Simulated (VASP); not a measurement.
Here is the system:

```
Li2Se
1.0
    0.00000     2.92747     2.92747
    2.92747     0.00000     2.92747
    2.92747     2.92747     0.00000
Li Se
2 1
Direct
  0.25000   0.25000   0.25000
  0.75000   0.75000   0.75000
  0.00000   0.00000   0.00000
```

These are rev-vdW-DF2, VASP's PBE PAW potentials (set 64) (plane waves; VASP 6.6.1) values and carry that method's errors. Numerical set-up: 520 eV cut-off, 7×7×7 Γ-centred mesh, Gaussian smearing of 0.050 eV, potentials Li_sv Se.

Give the stress tensor in GPa (positive for a compressed cell).

```
2.51  0.00  0.00
0.00  2.51  0.00
0.00  0.00  2.51
```
The pressure is its mean diagonal, 2.51 GPa.

The compound is Li2Se in the antifluorite structure. This cell is one point of a volume scan, at 0.94 of the reference volume.
